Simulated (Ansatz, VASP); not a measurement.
## Bi2Mo: VASP beside Ansatz

Contents of INCAR:

```
ALGO = Normal
EDIFF = 1E-6
ENCUT = 520
GGA = PE
ISIF = 2
ISMEAR = 0
ISPIN = 2
LASPH = True
LCHARG = False
LMAXMIX = 4
LORBIT = 11
LREAL = False
LWAVE = False
MAGMOM = 0 0 1
NBANDS = 33
NELM = 150
PREC = Accurate
SIGMA = 0.1
```

Contents of KPOINTS:

```
k-points
0
Gamma
  4 4 4
```

File POSCAR:

```
Bi2Mo
1.0
    0.0000000000      3.4276219107      3.4276219107
    3.4276219107      0.0000000000      3.4276219107
    3.4276219107      3.4276219107      0.0000000000
Bi Mo
2 1
Direct
    0.7500000000      0.7500000000      0.7500000000
    0.2500000000      0.2500000000      0.2500000000
    0.0000000000      0.0000000000      0.0000000000
```

Input for Ansatz:

```yaml
crystal:
  lattice:
    - [0.0, 3.4276219107, 3.4276219107]
    - [3.4276219107, 0.0, 3.4276219107]
    - [3.4276219107, 3.4276219107, 0.0]
  atoms:
    - { symbol: Bi, position: [0.75, 0.75, 0.75] }
    - { symbol: Bi, position: [0.25, 0.25, 0.25] }
    - { symbol: Mo, position: [0.0, 0.0, 0.0], spin: 1.0 }
basis:
  ecutwfc: 420
kpoints:
  mp_grid: { grid: [4, 4, 4] }
hamiltonian:
  xc: pbe
scf:
  occupations: { method: gaussian, width: 0.1 }
  lower_state_search: "off"
output:
  forces: true
  stress: true
  eigenvalues: true
  populations: true
magnetization:
  spin_polarized: true
```

Change from the starting cell: species swapped into the Sn2Pt type (Fm-3m, No. 225).

Alike in both runs: task single point; functional PBE; k mesh 4 × 4 × 4; occupations gaussian, width 0.1 eV; collinear spin.

|  | VASP | Ansatz |
| --- | --- | --- |
| version | VASP 6.6.1 | Ansatz 0.2.0 |
| potentials or method | VASP PAW PBE potentials, release 64 (Bi_d, Mo_sv) | scalar-relativistic, plane waves, PAW |
| plane-wave cutoff (eV) | 520 | 420 |
| valence electrons in the cell | 44 | 44 |

|  | VASP | Ansatz | Ansatz less VASP |
| --- | --- | --- | --- |
| gap on the k mesh at the Fermi level (eV) | none | none | - |
| pressure (GPa) | 2.8 | 2.7 | -0.04 |
| net moment per atom (μB) | 0.63 | 0.63 | +0.003 |
| size of the moment on the site where the two differ most (μB) | 1.64 | 1.58 | -0.052 |

Site moments also hang on the region over which each program counts them. A gap of «none» marks a metal or a gap that the smearing closes.

Caveats: the k mesh is coarse (spacing up to 0.40 Å⁻¹), so the values aren't converged; spin-orbit coupling is left out, which moves the levels of the heavy elements.
